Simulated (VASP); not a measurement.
```xyz
2
Lattice="0.0000 3.2300 3.2300 3.2300 0.0000 3.2300 3.2300 3.2300 0.0000" Properties=species:S:1:pos:R:3 pbc="T T T"
Te     3.2300     3.2300     3.2300
Pb     0.0000     0.0000     0.0000
```

The numbers are results of PBE GGA, VASP's PBE PAW potentials (set 64) (plane waves; VASP), not measurements. Settings: 400 eV cut-off, 7×7×7 Γ-centred mesh, Gaussian smearing of 0.050 eV, potentials Te Pb_d.

Question: Predict the energy per atom (σ→0), pressure.

Answer: 
The energy per atom (σ→0) is -361.9 kJ/mol of atoms and the pressure comes out as 2.09 GPa.

Only differences to runs with the same potentials and settings are physical.

The compound is PbTe in the rock salt structure. The cell was not relaxed at this level.
